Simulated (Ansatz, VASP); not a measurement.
One calculation of SiAs3, two programs

```
CELL_PARAMETERS angstrom
0.00000 4.37356 4.37356
4.37356 0.00000 4.37356
4.37356 4.37356 0.00000
ATOMIC_POSITIONS crystal
Si 0.50000 0.50000 0.50000
Si 0.75000 0.75000 0.75000
As 0.23695 0.76305 0.76305
As 0.76305 0.23695 0.23695
As 0.76305 0.23695 0.76305
As 0.23695 0.76305 0.23695
As 0.76305 0.76305 0.23695
As 0.23695 0.23695 0.76305
```

Alike in both runs: task single point; functional PBE; k mesh 4 × 4 × 4; occupations gaussian, width 0.1 eV; no spin polarisation.

|  | VASP | Ansatz |
| --- | --- | --- |
| version | VASP 6.6.1 | Ansatz 0.2.0 |
| potentials or method | VASP PAW PBE potentials, release 64 (Si, As) | scalar-relativistic, plane waves, PAW |
| plane-wave cutoff (eV) | 520 | 420 |
| valence electrons in the cell | 38 | 98 |

|  | VASP | Ansatz | Ansatz less VASP |
| --- | --- | --- | --- |
| gap on the k mesh at the Fermi level (eV) | none | none | - |
| pressure (GPa) | 5.4 | 5.2 | -0.16 |
| rms of the force components (eV/Å) | 0.762 | 0.751 | -0.0116 |

Atom by atom the forces differ by 0.012 eV/Å (rms over components). A gap of «none» marks a metal or a gap that the smearing closes. The two sets of potentials don't hold the same shells in valence.

Caveats: forces of over 1 eV/Å show positions far from the minimum, so gaps and moduli don't describe the material at rest.
